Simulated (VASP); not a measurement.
A run of VASP 6.6.1 is set up as follows.

Contents of INCAR:

```
PREC = Accurate
ENCUT = 520
EDIFF = 1E-6
ISMEAR = 0
SIGMA = 0.15
LREAL = F
LASPH = T
NELM = 100
ALGO = Fast
ISIF = 2
LWAVE = F
LCHARG = T
GGA = PS
LELF = T
LVHAR = T
NBANDS = 18
```

The input KPOINTS:

```
regular mesh
0
Gamma
  15 15 15
```

POSCAR

```
BiTe
1.0
    2.5575731115      1.4766155244      2.9766628402
   -2.5575731115      1.4766155244      2.9766628402
    0.0000000000     -2.9532310488      2.9766628402
Bi Te
1 1
Direct
    0.5000000000      0.5000000000      0.5000000000
    0.0000000000      0.0000000000      0.0000000000
```

Potentials or basis: VASP PAW PBE potentials, release 64 (Bi_d, Te).

Command:

```console
$ cat potpaw_PBE.64/Bi_d/POTCAR potpaw_PBE.64/Te/POTCAR > POTCAR
$ mpirun -np 1 vasp_std > vasp.out
```

Question: Estimate the pressure.

Answer: -4.3 GPa.

Question: What does it give for the band gap on the k mesh?

Answer: None (metal or under the smearing width).

Stress tensor (GPa, compression positive):
```
-5.68  0.00  0.00
 0.00 -5.68  0.00
 0.00  0.00 -1.45
```

Caveat: the PAW data sets were made with another functional, which shifts forces and pressure a little; spin-orbit coupling is left out, which moves the levels of the heavy elements.
